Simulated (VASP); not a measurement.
Given:

```xyz
3
Lattice="0.0000 2.5105 2.5105 2.5105 0.0000 2.5105 2.5105 2.5105 0.0000" Properties=species:S:1:pos:R:3 pbc="T T T"
Hf     0.0000     0.0000     0.0000
O      1.2552     1.2552     1.2552
O      3.7657     3.7657     3.7657
```

The numbers are results of revTPSS meta-GGA, VASP's PBE PAW potentials (set 64) (plane waves; VASP), not measurements. Numerical set-up: 520 eV cut-off, 7×7×7 Γ-centred mesh, Gaussian smearing of 0.050 eV, potentials Hf_pv O.

### Question
The ions, cell shape and volume are relaxed. Give the cell that the relaxation ends in.

### Answer

```xyz
3
Lattice="0.0000 2.5251 2.5251 2.5251 0.0000 2.5251 2.5251 2.5251 0.0000" Properties=species:S:1:pos:R:3 pbc="T T T"
Hf     0.0000     0.0000     0.0000
O      1.2626     1.2626     1.2626
O      3.7877     3.7877     3.7877
```
Space group Fm-3m (225), at a tolerance of 0.03 Å.

### Question
How do energy and volume change from the first to the last step?

### Answer
The energy (σ→0) changes by -2.7 meV/atom and the volume by +1.8 %, in 3 ionic steps.

The compound is HfO2 in the fluorite structure, the high-temperature cubic form, which is unstable at 0 K; the monoclinic form is the stable one. This run relaxes it. Symmetry was kept, so distortions that lower it aren't found.
